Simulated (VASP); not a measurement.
Given:

```
AuZn
1.0
    3.21300     0.00000     0.00000
    0.00000     3.21300     0.00000
    0.00000     0.00000     3.21300
Zn Au
1 1
Direct
  0.50000   0.50000   0.50000
  0.00000   0.00000   0.00000
```

Computed with PBE GGA, VASP's PBE PAW potentials (set 64) (plane waves; VASP). Run with 400 eV cut-off, 10×10×10 Γ-centred mesh, first-order Methfessel-Paxton smearing of 0.10 eV, potentials Zn Au.

Give the stress tensor in GPa (positive for a compressed cell).

```
-3.14   0.00   0.00
 0.00  -3.14   0.00
 0.00   0.00  -3.14
```
The pressure is its mean diagonal, -3.14 GPa.

The compound is AuZn in the CsCl type structure. The cell was not relaxed at this level. The electron count is odd and the run is not spin-polarised, which forces a metal.
